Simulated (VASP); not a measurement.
VASP input:

INCAR:
```
SYSTEM = Os
PREC = Accurate
ENCUT = 520
EDIFF = 1E-6
NELM = 100
ALGO = Normal
LREAL = .FALSE.
LASPH = .TRUE.
ISMEAR = 1
SIGMA = 0.1
METAGGA = R2SCAN
LUSE_VDW = .TRUE.
BPARAM = 11.95
CPARAM = 0.0093
LMIXTAU = .TRUE.
LMAXMIX = 6
LWAVE = .FALSE.
LCHARG = .FALSE.
IBRION = 2
ISIF = 3
NSW = 60
EDIFFG = -0.01
```

File KPOINTS:
```
kpoints
0
gamma
14 14 8
```

### POSCAR
```
Os
1
    1.3650000000    -2.3642490000     0.0000000000
    1.3650000000     2.3642490000     0.0000000000
    0.0000000000     0.0000000000     4.3200000000
Os
2
Direct
  0.3333330000   0.6666670000   0.2500000000
  0.6666670000   0.3333330000   0.7500000000
```

POTCAR, in this order: Os (PBE.64 set). Program: vasp_std.

Write an equivalent input for Ansatz.

One equivalent input (not run):
Ansatz 0.2 input:
```yaml
crystal:
  lattice:
    - [1.3650000, -2.3642490, 0.0000000]
    - [1.3650000, 2.3642490, 0.0000000]
    - [0.0000000, 0.0000000, 4.3200000]
  atoms:
    - { symbol: Os, position: [0.3333330, 0.6666670, 0.2500000] }
    - { symbol: Os, position: [0.6666670, 0.3333330, 0.7500000] }
kpoints:
  mp_grid: { grid: [14, 14, 8] }
hamiltonian:
  xc: r2scan
  dispersion: rvv10
  pseudopotentials: { kind: paw }
scf:
  occupations: { method: methfessel_paxton, width: 0.1 }
  max_iter: 100
relax:
  max_steps: 60
  f_tol: 0.01
  cell: {}
output: { forces: true, stress: true, eigenvalues: true }
```
What does not carry over: each code has its own PAW files, so the cut-off isn't converted (ENCUT is set for VASP's; basis.ecutwfc is left out, and Ansatz then takes the one that its files recommend); Ansatz stops its SCF on the density residual and VASP on the energy change (EDIFF).

The compound is Os in the hcp structure. This run relaxes it. Symmetry was kept, so distortions that lower it aren't found.
